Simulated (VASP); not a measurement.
All values below come from PBE GGA with D3 dispersion (Becke-Johnson damping), VASP's PBE PAW potentials (set 64) (plane waves; VASP).

A VASP calculation is set up with these files.

**KPOINTS**
```
Automatic mesh
0
Gamma
6 6 4
0 0 0
```

**POSCAR**
```
La2O3
1
    1.9585638208    -3.3923319581    -0.0000000000
    1.9585638208     3.3923319581     0.0000000000
   -0.0000000000    -0.0000000000     6.0991542172
La O
2 3
Direct
  0.3333330000   0.6666670000   0.2456493452
  0.6666670000   0.3333330000   0.7543506548
  0.0000000000   0.0000000000   0.0000000000
  0.3333330000   0.6666670000   0.6462857074
  0.6666670000   0.3333330000   0.3537142926
```

### INCAR
```
SYSTEM  =  La2O3
PREC  =  Accurate; ENCUT  =  520; LREAL  =  .FALSE.
LASPH  =  .TRUE.
EDIFF  =  1E-6; NELM  =  100; ALGO  =  Normal
LMAXMIX  =  6
ISMEAR  =  0; SIGMA  =  0.05
GGA  =  PE; IVDW  =  12
IBRION  =  2; NSW  =  60; ISIF  =  3
EDIFFG  =  -0.02
LWAVE  =  .FALSE.; LCHARG  =  .FALSE.
```

POTCAR, in this order: La O (PBE.64 set). Program: vasp_std.

Output

OSZICAR:
```
       N       E                     dE             d eps       ncg     rms          rms(c)
DAV:   1     0.474016952717E+03    0.47402E+03   -0.15595E+04  1152   0.252E+03
DAV:   2     0.926874274884E+02   -0.38133E+03   -0.37568E+03  1664   0.410E+02
DAV:   3    -0.277958035115E+02   -0.12048E+03   -0.11869E+03  2120   0.218E+02
DAV:   4    -0.463906985896E+02   -0.18595E+02   -0.18587E+02  2016   0.938E+01
DAV:   5    -0.474738384488E+02   -0.10831E+01   -0.10828E+01  2088   0.273E+01    0.150E+01
DAV:   6    -0.418541848256E+02    0.56197E+01   -0.51173E+01  1792   0.440E+01    0.763E+00
DAV:   7    -0.418086990073E+02    0.45486E-01   -0.54761E+00  2192   0.251E+01    0.359E+00
DAV:   8    -0.418033890418E+02    0.53100E-02   -0.50324E-01  2064   0.636E+00    0.135E+00
DAV:   9    -0.418035074531E+02   -0.11841E-03   -0.72059E-02  2008   0.237E+00    0.405E-01
DAV:  10    -0.418058288166E+02   -0.23214E-02   -0.42623E-02  1960   0.145E+00    0.207E-01
DAV:  11    -0.418064898676E+02   -0.66105E-03   -0.13708E-02  1984   0.893E-01    0.137E-01
DAV:  12    -0.418066889154E+02   -0.19905E-03   -0.27277E-03  1752   0.399E-01    0.504E-02
DAV:  13    -0.418067396318E+02   -0.50716E-04   -0.10494E-03  2024   0.234E-01    0.232E-02
DAV:  14    -0.418067438239E+02   -0.41922E-05   -0.11253E-04  1936   0.950E-02    0.321E-03
DAV:  15    -0.418067445601E+02   -0.73617E-06   -0.78618E-06  1776   0.287E-02
   1 F= -.43112093E+02 E0= -.43112093E+02  d E =-.431121E+02
```

OUTCAR:
```
------------------------ aborting loop because EDIFF is reached ----------------------------------------
 Edisp (eV)   -1.30535
  FORCE on cell =-STRESS in cart. coord.  units (eV):
  Direction    XX          YY          ZZ          XY          YZ          ZX
  --------------------------------------------------------------------------------------
  Total       0.08237     0.08237    -0.00670    -0.00000    -0.00000    -0.00000
  in kB       1.62830     1.62830    -0.13250    -0.00000    -0.00000    -0.00000
  external pressure =        1.04 kB  Pullay stress =        0.00 kB
  volume of cell :       81.05
      direct lattice vectors                 reciprocal lattice vectors
     1.958563821 -3.392331958  0.000000000     0.255289102 -0.147391236  0.000000000
     1.958563821  3.392331958  0.000000000     0.255289102  0.147391236  0.000000000
     0.000000000  0.000000000  6.099154217     0.000000000  0.000000000  0.163957159
 POSITION                                       TOTAL-FORCE (eV/Angst)
 -----------------------------------------------------------------------------------
      1.95856      1.13078      1.49825        -0.000000     -0.000000      0.002195
      1.95856     -1.13078      4.60090         0.000000      0.000000     -0.002195
      0.00000      0.00000      0.00000         0.000000     -0.000000      0.000000
      1.95856      1.13078      3.94180        -0.000000     -0.000000     -0.008928
      1.95856     -1.13078      2.15736         0.000000      0.000000      0.008928
 -----------------------------------------------------------------------------------
    total drift:                                0.000000      0.000000      0.000000
  FREE ENERGIE OF THE ION-ELECTRON SYSTEM (eV)
  ---------------------------------------------------
  free  energy   TOTEN  =       -43.1120932912 eV

  energy  without entropy=      -43.1120932912  energy(sigma->0) =      -43.11209329

 reached required accuracy - stopping structural energy minimisation
```
(Selected blocks of OUTCAR.)

**OUTCAR**
```
 val. band max:        6.0630977851   @ k =   0.5000   0.0000   0.5000

 cond. band min:       9.9406806116   @ k =   0.5000   0.0000   0.0000


 Fermi energy:         6.3129283471

 k-point     1 :       0.0000    0.0000    0.0000
  band No.  band energies     occupation
      1     -23.7259      2.00000
      2     -23.4732      2.00000
      3     -10.8976      2.00000
      4      -9.6344      2.00000
      5      -9.1992      2.00000
      6      -7.1866      2.00000
      7      -7.1866      2.00000
      8      -6.9485      2.00000
      9      -6.9485      2.00000
     10      -6.8464      2.00000
     11      -6.1103      2.00000
     12       3.6561      2.00000
     13       3.6561      2.00000
     14       3.8591      2.00000
     15       3.8591      2.00000
     16       3.9722      2.00000
     17       4.3884      2.00000
     18       5.6753      2.00000
     19       5.6754      2.00000
     20       5.9441      2.00000
     21      10.4192      0.00000
     22      10.6832      0.00000
     23      10.6833      0.00000
     24      11.2891      0.00000

 k-point     2 :       0.1667    0.0000    0.0000
  band No.  band energies     occupation
      1     -23.6776      2.00000
      2     -23.4537      2.00000
      3     -10.9049      2.00000
      4     -10.1036      2.00000
      5      -9.5095      2.00000
      6      -7.2942      2.00000
      7      -6.9854      2.00000
      8      -6.9245      2.00000
      9      -6.8896      2.00000
     10      -6.7073      2.00000
     11      -6.0150      2.00000
     12       3.5592      2.00000
     13       3.8887      2.00000
     14       3.9989      2.00000
     15       4.0805      2.00000
     16       4.0829      2.00000
     17       4.9468      2.00000
     18       5.3212      2.00000
     19       5.6643      2.00000
     20       5.8633      2.00000
     21      10.4815      0.00000
     22      10.7270      0.00000
     23      10.8726      0.00000
     24      11.3611      0.00000
...
```

The compound is La2O3 in the a-type structure. It was relaxed first. The start is the result of an earlier pass.
